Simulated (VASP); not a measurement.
Given:

```xyz
3
Lattice="1.5140 -2.6223 0.0000 1.5140 2.6223 0.0000 0.0000 0.0000 3.2021" Properties=species:S:1:pos:R:3 pbc="T T T"
Ti     1.5140     2.6223     3.2021
B      1.5140     0.8741     1.6010
B      1.5140    -0.8741     1.6010
```

All values below come from vdW-DF-cx, VASP's PBE PAW potentials (set 64) (plane waves; VASP). Numerical set-up: 520 eV cut-off, Gaussian smearing of 0.050 eV, potentials Ti_sv B.

Task: Give the energies of bands 6 to 12 at the high-symmetry points, in eV from the Fermi level.

Result: 
```json
[
 {"band": "6", "Γ": "-2.74", "M": "-9.30", "K": "-8.40", "A": "-7.66", "L": "-7.58", "H": "-8.65"},
 {"band": "7", "Γ": "-2.74", "M": "-3.34", "K": "-7.41", "A": "-0.63", "L": "-4.76", "H": "-5.76"},
 {"band": "8", "Γ": "-2.28", "M": "-3.26", "K": "-1.90", "A": "-0.63", "L": "-3.92", "H": "-3.25"},
 {"band": "9", "Γ": "-2.19", "M": "-2.37", "K": "-1.90", "A": "-0.30", "L": "-3.20", "H": "-3.25"},
 {"band": "10", "Γ": "1.83", "M": "1.28", "K": "1.32", "A": "-0.30", "L": "2.47", "H": "2.48"},
 {"band": "11", "Γ": "1.83", "M": "2.67", "K": "1.32", "A": "0.36", "L": "2.86", "H": "4.24"},
 {"band": "12", "Γ": "3.67", "M": "3.15", "K": "1.88", "A": "0.36", "L": "4.50", "H": "4.24"}
]
```

It has no gap at this level: it comes out as a metal or semimetal.

The compound is TiB2 in the AlB2 type structure. It was relaxed first.
